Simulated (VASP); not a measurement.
Crystal: Be3CdO4.

```
CELL_PARAMETERS angstrom
2.90448 0.04984 0.00465
0.04984 2.84734 -0.02894
0.01417 -0.08821 8.69625
ATOMIC_POSITIONS crystal
Be 0.51109 0.49976 0.71396
Be 0.99981 0.99386 0.50314
Be 0.51149 0.50290 0.27595
Cd 0.99783 0.00518 0.98710
O 0.97853 0.48018 0.60615
O 0.55618 0.99688 0.78813
O 0.49321 0.92836 0.38763
O 0.99888 0.52126 0.18925
```

The cell was built by a generator and needn't be a form met in nature.

* Program: VASP 6.6.1
* Task: relaxation of cell and atoms
* Functional: PBE
* Potentials or basis: VASP PAW PBE potentials, release 64 (Be, Cd, O)
* Cutoff: 520 eV
* k mesh: 6 × 6 × 2
* Occupations: gaussian, width 0.05 eV
* Spin: no spin polarisation

At the start: pressure 2.4 GPa; volume 8.99 Å³/atom.

Problem. How do energy, volume and symmetry change on relaxing?

Solution. Over 16 steps the energy falls by 119.4 meV/atom and the volume is 8.92 Å³/atom (-0.8 %); space group C2 (No. 5, to 0.05 Å).

The path:
| step | energy change (eV) | largest force (eV/Å) | pressure (GPa) | volume (Å³) |
| --- | --- | --- | --- | --- |
| 1 | 0.0000 | 3.0603 | 2.40 | 71.89 |
| 2 | -0.7944 | 0.8779 | -3.32 | 73.28 |
| 3 | -0.7947 | 0.8755 | -3.32 | 73.25 |
| 4 | -0.9117 | 0.5088 | 0.23 | 71.42 |
| 5 | -0.9194 | 0.5127 | 1.70 | 70.83 |
| 6 | -0.9443 | 0.3132 | -0.11 | 71.38 |
| 7 | -0.9445 | 0.2512 | 0.04 | 71.33 |
| 8 | -0.9515 | 0.1205 | -0.28 | 71.45 |
| 9 | -0.9521 | 0.1401 | -0.40 | 71.50 |
| 10 | -0.9541 | 0.0771 | 0.15 | 71.29 |
| 11 | -0.9541 | 0.0702 | 0.11 | 71.31 |
| 12 | -0.9548 | 0.0367 | 0.07 | 71.33 |
| 13 | -0.9549 | 0.0480 | 0.06 | 71.34 |
| 14 | -0.9551 | 0.0319 | -0.06 | 71.39 |
| 15 | -0.9551 | 0.0305 | -0.09 | 71.38 |
| 16 | -0.9552 | 0.0143 | 0.03 | 71.35 |

Final structure:
```
Be Cd O
1.0
     2.86145   -0.00006   -0.00401
    -0.00086    2.86152    0.00355
    -0.01286    0.01028    8.71363
Be Cd O
3 1 4
Direct
  0.50691 0.48828 0.70252
  0.00498 0.99031 0.49398
  0.50256 0.49149 0.28540
  0.01259 0.99693 0.99383
  0.00571 0.48954 0.59791
  0.50848 0.98766 0.80344
  0.50400 0.99091 0.39002
  0.00177 0.49325 0.18422
```
